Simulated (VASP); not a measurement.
Pt:

```
Pt
1.0
     0.00000    1.97158    1.97158
     1.97158    0.00000    1.97158
     1.97158    1.97158    0.00000
Pt
1
Direct
  0.00000 0.00000 0.00000
```

- Program: VASP 6.6.1
- Task: relaxation of cell and atoms
- Functional: PBEsol
- Potentials or basis: VASP PAW PBE potentials, release 64 (Pt)
- Cutoff: 480 eV
- k mesh: 18 × 18 × 18
- Occupations: gaussian, width 0.1 eV
- Spin: no spin polarisation

At the start: pressure -5.6 GPa; volume 15.33 Å³/atom.

Question: Where does the relaxation end?

Answer: Over 4 steps the energy falls by 5.6 meV/atom and the volume is 15.02 Å³/atom (-2.0 %); space group Fm-3m (No. 225, to 0.05 Å).

Step by step:
```tsv
step	energy change (eV)	largest force (eV/Å)	pressure (GPa)	volume (Å³)
1	0.0000	0.0000	-5.60	15.33
2	0.0430	0.0000	19.60	14.17
3	-0.0056	0.0000	-0.13	15.02
4	-0.0056	0.0000	-0.01	15.02
```

Final structure:
```cif
data_structure
_symmetry_space_group_name_H-M 'P 1'
_symmetry_Int_Tables_number 1
_cell_length_a 2.7692
_cell_length_b 2.7692
_cell_length_c 2.7692
_cell_angle_alpha 60.000
_cell_angle_beta 60.000
_cell_angle_gamma 60.000
_cell_volume 15.02
loop_
_atom_site_label
_atom_site_type_symbol
_atom_site_fract_x
_atom_site_fract_y
_atom_site_fract_z
_atom_site_occupancy
Pt1 Pt 0.00000 0.00000 0.00000 1
```

Caveat: the PAW data sets were made with another functional, which shifts forces and pressure a little.
